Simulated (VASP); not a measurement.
MgH$_{2}$ (relaxed from the fluorite structure, space group Fm-3m): computed properties

All values below come from PBEsol GGA, VASP's PBE PAW potentials (set 64) (plane waves; VASP 6.6.1).

```
Quantity                                                                                                   Value
----------------------------------  ----------------------------------------------------------------------------
space group                                                                                          Fm-3m (225)
cell                                a = 4.7147 Å, b = 4.7147 Å, c = 4.7147 Å, α = 90.00°, β = 90.00°, γ = 90.00°
volume per atom                                                                                    8.73 Å^3/atom
band gap (over mesh and band path)                                      none (metal, semimetal or under 0.01 eV)
density                                                                                               1.67 g/cm³
```

MgH2 is modelled in the cubic space group Fm-3m (No. 225), the fluorite structure, Pearson symbol cF12. Cell: a = b = c = 4.7147 Å, α = β = γ = 90.00°. Mg on 4a is surrounded by 8 H at 2.042 Å (cubic). H on 8c is coordinated by 4 Mg at 2.042 Å (tetrahedral). (Neighbours: up to the widest gap in distance over summed covalent radii, below 1.35, at either atom; cation-cation and far metal-metal contacts left out.)
(The calculation used a cell of 3 atoms; values per cell refer to that cell.)

The structure was generated: MgH2 was put into the fluorite type (Fm-3m), which need not be its known phase. It was relaxed first, which changed the volume by -6 %. Symmetry was kept, so distortions that lower it aren't found.
